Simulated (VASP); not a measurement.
Given:

```
CELL_PARAMETERS angstrom
      0.00000     2.97000     2.97000
      2.97000     0.00000     2.97000
      2.97000     2.97000     0.00000
ATOMIC_POSITIONS crystal
  Pb 0.00000 0.00000 0.00000
  F  0.25000 0.25000 0.25000
  F  0.75000 0.75000 0.75000
```

The numbers are results of PBE GGA, VASP's PBE PAW potentials (set 64) (plane waves; VASP), not measurements. Numerical set-up: 400 eV cut-off, 7×7×7 Γ-centred mesh, Fermi-Dirac smearing of 0.020 eV, potentials Pb_d F.

At this cut-off the stress carries a Pulay error, which pulls relaxed volumes low.

Question: Give the stress tensor in GPa (positive for a compressed cell).

Answer: 
```
-4.96   0.00   0.00
 0.00  -4.96   0.00
 0.00   0.00  -4.96
```
The pressure is its mean diagonal, -4.96 GPa.

The structure is a typed PbF2 crystal (Fm-3m). The cell was not relaxed at this level.
